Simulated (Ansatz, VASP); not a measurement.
# Cross-check of Cd2Os2O7 between VASP and Ansatz

One calculation is typed for both programs; each brings its own data sets. How far apart do they land? The cell is taken from a series of runs on this material, whose earlier steps may have relaxed, scaled, displaced or heated it; both programs get it as it stands.

Method: plane waves, with VASP 6.6.1 beside it; relaxation of cell and atoms at LDA, in Ansatz 0.2.0.

### Step 1. Set-up

It takes space group Fd-3m (No. 227, cubic). The conventional cell has a = 10.083 Å, b = 10.083 Å, c = 10.083 Å, α = 90.00°, β = 90.00°, γ = 90.00°. Nearest to Cd lie 8 O at 2.18 to 2.57 Å. Nearest to Os lie 6 O at 1.90 Å. O has 4 Cd at 2.18 Å nearest. Nearest to O lie 2 Os at 1.90 Å and 2 Cd at 2.57 Å. Farther neighbours and most contacts between anions are not listed.

### Step 2. Ansatz: relaxation of cell and atoms, LDA

Ansatz runs on its default PAW (the set named soft_2) files.

The relaxed volume is the usual yardstick between codes: in a stiff, nearly cubic crystal its relative difference is about their pressure difference at one cell divided by the bulk modulus.

Contents of input.yaml:

```yaml
crystal:
  lattice:
    - [0.0, 5.041298971, 5.041298971]
    - [5.041298971, 0.0, 5.041298971]
    - [5.041298971, 5.041298971, 0.0]
  atoms:
    - { symbol: Cd, position: [0.625, 0.625, 0.625] }
    - { symbol: Cd, position: [0.125, 0.625, 0.625] }
    - { symbol: Cd, position: [0.625, 0.125, 0.625] }
    - { symbol: Cd, position: [0.625, 0.625, 0.125] }
    - { symbol: Os, position: [0.125, 0.125, 0.125] }
    - { symbol: Os, position: [0.625, 0.125, 0.125] }
    - { symbol: Os, position: [0.125, 0.625, 0.125] }
    - { symbol: Os, position: [0.125, 0.125, 0.625] }
    - { symbol: O, position: [0.75, 0.75, 0.75] }
    - { symbol: O, position: [0.5, 0.5, 0.5] }
    - { symbol: O, position: [0.0586996209, 0.4413003791, 0.0586996209] }
    - { symbol: O, position: [0.8086996209, 0.1913003791, 0.8086996209] }
    - { symbol: O, position: [0.0586996209, 0.0586996209, 0.4413003791] }
    - { symbol: O, position: [0.4413003791, 0.0586996209, 0.0586996209] }
    - { symbol: O, position: [0.0586996209, 0.4413003791, 0.4413003791] }
    - { symbol: O, position: [0.4413003791, 0.4413003791, 0.0586996209] }
    - { symbol: O, position: [0.4413003791, 0.0586996209, 0.4413003791] }
    - { symbol: O, position: [0.1913003791, 0.8086996209, 0.8086996209] }
    - { symbol: O, position: [0.8086996209, 0.1913003791, 0.1913003791] }
    - { symbol: O, position: [0.1913003791, 0.8086996209, 0.1913003791] }
    - { symbol: O, position: [0.8086996209, 0.8086996209, 0.1913003791] }
    - { symbol: O, position: [0.1913003791, 0.1913003791, 0.8086996209] }
kpoints:
  mp_grid: { grid: [4, 4, 4] }
hamiltonian:
  xc: lda
scf:
  occupations: { method: gaussian, width: 0.1 }
output:
  forces: true
  stress: true
  eigenvalues: true
basis:
  ecutwfc: 260.0
relax:
  adjacent_minimum: "off"
  f_tol: 0.005
  max_steps: 80
  cell: { stress_tol: 0.05 }
```

Command:

```
> ansatz run input.yaml --threads 16 --pin off --max-ram 61440MiB --backend cuda --events-out ev --progress --plain --runs-dir out --max-vram 78GiB
```

Numbers of over 12 decimals in the logs are rounded to 6 here.

Log:

```text
Warning: basis.ecutwfc = 260 eV is below the records' recommended 420 eV, and the density's cutoff is lower with it unless basis.ecutrho_ratio is high enough to keep the records' density cutoff: compare with a run at a higher cutoff
Engine: ansatz 0.2.0, aarch64-unknown-linux-gnu
Pseudopotentials: kind: paw
Pseudopotential: Cd, paw, valence charge 20, recommended cutoff 420 eV (normal), Cd.paw.azcp
Pseudopotential: Os, paw, valence charge 16, recommended cutoff 420 eV (normal), Os.paw.azcp
Pseudopotential: O, paw, valence charge 6, recommended cutoff 420 eV (normal), O.paw.azcp
Functional definition: SPW92
  exchange = slater_x
  correlation = pw_c
device memory: the entry about to start is reckoned to put 14.5 GiB on a device that reports 168.6 GiB free (of which the cap on the GPU budget leaves the run 78.0 GiB)
GPU FFT provider: cuFFT
GPU libraries: cuBLAS 13.8.1, cuFFT 12.4.0, cuSOLVER 12.3.2
[...]
Basis set: ecut = 260 eV, 2421 PW (Γ)
[...]
k-points: 8 of 64
[...]
- { symbol: O, position: [0.441625, 0.441625, 0.058375] }
    - { symbol: O, position: [0.441625, 0.058375, 0.441625] }
    - { symbol: O, position: [0.191625, 0.808375, 0.808375] }
    - { symbol: O, position: [0.808375, 0.191625, 0.191625] }
    - { symbol: O, position: [0.191625, 0.808375, 0.191625] }
    - { symbol: O, position: [0.808375, 0.808375, 0.191625] }
    - { symbol: O, position: [0.191625, 0.191625, 0.808375] }
```

### Step 3. VASP: relaxation of cell and atoms, LDA

The same cell, functional (in two slightly different forms), mesh and smearing now go to VASP, with its own data sets.

Lines of VASP's logs that name or quote its potential files are left out, and so is its time.

Contents of INCAR:

```
SYSTEM = Cd2Os2O7
PREC = Accurate
ENCUT = 600
EDIFF = 1E-07
NELM = 120
ISMEAR = 0
SIGMA = 0.1
LREAL = .FALSE.
ALGO = Normal
GGA = PW92
NBANDS = 104
LASPH = .TRUE.
LORBIT = 11
LWAVE = .FALSE.
LCHARG = .FALSE.
ISIF = 3
IBRION = 2
NSW = 80
EDIFFG = -0.005
GGA_COMPAT = .FALSE.
NELMIN = 4
KPAR = 4
```

Contents of POSCAR:

```
Cd2Os2O7
1.0
    0.0000000000      5.0412989710      5.0412989710
    5.0412989710      0.0000000000      5.0412989710
    5.0412989710      5.0412989710      0.0000000000
Cd Os O
4 4 14
Direct
    0.6250000000      0.6250000000      0.6250000000
    0.1250000000      0.6250000000      0.6250000000
    0.6250000000      0.1250000000      0.6250000000
    0.6250000000      0.6250000000      0.1250000000
    0.1250000000      0.1250000000      0.1250000000
    0.6250000000      0.1250000000      0.1250000000
    0.1250000000      0.6250000000      0.1250000000
    0.1250000000      0.1250000000      0.6250000000
    0.7500000000      0.7500000000      0.7500000000
    0.5000000000      0.5000000000      0.5000000000
    0.0586996209      0.4413003791      0.0586996209
    0.8086996209      0.1913003791      0.8086996209
    0.0586996209      0.0586996209      0.4413003791
    0.4413003791      0.0586996209      0.0586996209
    0.0586996209      0.4413003791      0.4413003791
    0.4413003791      0.4413003791      0.0586996209
    0.4413003791      0.0586996209      0.4413003791
    0.1913003791      0.8086996209      0.8086996209
    0.8086996209      0.1913003791      0.1913003791
    0.1913003791      0.8086996209      0.1913003791
    0.8086996209      0.8086996209      0.1913003791
    0.1913003791      0.1913003791      0.8086996209
```

Contents of KPOINTS:

```
Automatic mesh
0
Gamma
4 4 4
0 0 0
```

The projector-augmented-wave data sets are Cd, Os and O (LDA family, release 64).

Command:

```
> mpirun -np 4 vasp_std
```

Log:

```text
[banner, memory and clock lines left out]
running    4 mpi-ranks, on    1 nodes
 distrk:  each k-point on    1 cores,    4 groups
 distr:  one band on    1 cores,    1 groups

 POSCAR found type information on POSCAR CdOsO
 POSCAR found :  3 types and      22 ions
|                                                                             |
|               ----> ADVICE to this user running VASP <----                  |
|                                                                             |
|     You have a (more or less) 'large supercell' and for larger cells it     |
|     might be more efficient to use real-space projection operators.         |
|     Therefore, try LREAL= Auto in the INCAR file.                           |
|     Mind: For very accurate calculation, you might also keep the            |
|     reciprocal projection scheme (i.e. LREAL=.FALSE.).                      |
|                                                                             |

|                                                                             |
|               ----> ADVICE to this user running VASP <----                  |
|                                                                             |
|     You enforced a specific xc type in the INCAR file but a different       |
|     [... a line on the potential file left out ...]
|     I HOPE YOU KNOW WHAT YOU ARE DOING!                                     |
|                                                                             |

 LDA part: xc-table for (Slater(with rela. corr.)+PW92), standard interpolation
 POSCAR, INCAR and KPOINTS ok, starting setup
 FFT: planning ... GRIDC
 FFT: planning ... GRID_SOFT
 FFT: planning ... GRID
 WAVECAR not read
 entering main loop
       N       E                     dE             d eps       ncg     rms          rms(c)
DAV:   1     0.162726056903E+04    0.16273E+04   -0.94502E+04  1664   0.177E+03
DAV:   2    -0.177890410266E+02   -0.16450E+04   -0.15634E+04  1728   0.488E+02
DAV:   3    -0.186581266105E+03   -0.16879E+03   -0.16421E+03  2008   0.153E+02
DAV:   4    -0.190890277780E+03   -0.43090E+01   -0.42650E+01  1936   0.262E+01
DAV:   5    -0.190978441599E+03   -0.88164E-01   -0.87991E-01  1976   0.343E+00    0.136E+02
DAV:   6    -0.163031261086E+03    0.27947E+02   -0.13312E+02  2424   0.603E+01    0.356E+01
DAV:   7    -0.161712447365E+03    0.13188E+01   -0.27334E+01  2352   0.290E+01    0.465E+01
DAV:   8    -0.160098597672E+03    0.16138E+01   -0.32505E+00  2272   0.114E+01    0.347E+00
DAV:   9    -0.160030282100E+03    0.68316E-01   -0.72071E-01  1920   0.382E+00    0.157E+00
DAV:  10    -0.160031455278E+03   -0.11732E-02   -0.77776E-02  1848   0.128E+00    0.206E+00
DAV:  11    -0.160031112004E+03    0.34327E-03   -0.24875E-03  1960   0.203E-01    0.132E+00
DAV:  12    -0.160030694476E+03    0.41753E-03   -0.14774E-03  2096   0.189E-01    0.170E-01
DAV:  13    -0.160030638883E+03    0.55593E-04   -0.24100E-04  1984   0.843E-02    0.158E-01
DAV:  14    -0.160030644409E+03   -0.55257E-05   -0.77108E-05  1832   0.360E-02    0.389E-02
DAV:  15    -0.160030642999E+03    0.14099E-05   -0.37879E-06  1896   0.870E-03    0.240E-02
DAV:  16    -0.160030642850E+03    0.14971E-06   -0.54456E-07  1744   0.340E-03    0.543E-03
DAV:  17    -0.160030642840E+03    0.98516E-08   -0.52159E-08  1016   0.104E-03
   1 F= -.16003064E+03 E0= -.15999362E+03  d E =-.160031E+03
[...]
2 F= -.16000717E+03 E0= -.15996962E+03  d E =0.234766E-01
[...]
3 F= -.16008939E+03 E0= -.16005213E+03  d E =-.587481E-01
[...]
4 F= -.16012003E+03 E0= -.16008331E+03  d E =-.306383E-01
[...]
5 F= -.16012694E+03 E0= -.16009051E+03  d E =-.375442E-01
 curvature:  -0.94 expect dE=-0.161E-04 dE for cont linesearch -0.160E-04
 ZBRENT: interpolating
 opt :   1.5598  next Energy=  -160.126951 (dE=-0.376E-01)
 bond charge predicted
       N       E                     dE             d eps       ncg     rms          rms(c)
DAV:   1    -0.160126994373E+03   -0.59054E-04   -0.15262E-02  1672   0.469E-01    0.621E-02
DAV:   2    -0.160126962341E+03    0.32032E-04   -0.47665E-04  1848   0.938E-02    0.387E-02
DAV:   3    -0.160126955036E+03    0.73055E-05   -0.17131E-05  2056   0.289E-02    0.235E-02
DAV:   4    -0.160126953903E+03    0.11324E-05   -0.40616E-06  1752   0.875E-03    0.142E-02
DAV:   5    -0.160126953646E+03    0.25790E-06   -0.70650E-07  1888   0.448E-03    0.473E-03
DAV:   6    -0.160126953652E+03   -0.60190E-08   -0.24413E-07  1136   0.263E-03
   6 F= -.16012695E+03 E0= -.16009052E+03  d E =-.375627E-01
 curvature:  -0.93 expect dE=-0.578E-05 dE for cont linesearch -0.582E-08
 trial: gam=-0.00429 g(F)=  0.927E-06 g(S)=  0.528E-05 ort =-0.190E-04 (trialstep = 0.102E+01)
 search vector abs. value=  0.743E-05
 reached required accuracy - stopping structural energy minimisation
```

(Continued in part 2 of 2.)

[Lines on the potential files, build, host, timing and source positions are cut from VASP's logs without a mark.]

[Logs are printed without paths, hosts, clocks, repeated set-up lines and the standing remarks that a program may print on its own settings, such as how far it seeks lower states.]

[Hosts, paths, dates, database ids (printed as entryN), source tags and the programs' standing remarks are cut or masked in the printed files.]
